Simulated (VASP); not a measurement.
Here is the system:

```
SnTe
1.0
    0.00000     3.22198     3.22198
    3.22198     0.00000     3.22198
    3.22198     3.22198     0.00000
Sn Te
1 1
Cartesian
  0.00000   0.00000   0.00000
  3.22198   3.22198   3.22198
```

Computed with revTPSS meta-GGA, VASP's PBE PAW potentials (set 64) (plane waves; VASP). Run with 520 eV cut-off, 7×7×7 Γ-centred mesh, Gaussian smearing of 0.050 eV, potentials Sn_d Te.

Task: Give the stress tensor in GPa (positive for a compressed cell).

Result: 
```
-2.28   0.00   0.00
 0.00  -2.28   0.00
 0.00   0.00  -2.28
```
The pressure is its mean diagonal, -2.28 GPa.

The compound is SnTe in the rock salt structure, which distorts at low temperature. This cell is one point of a volume scan, at 1.06 of the reference volume.
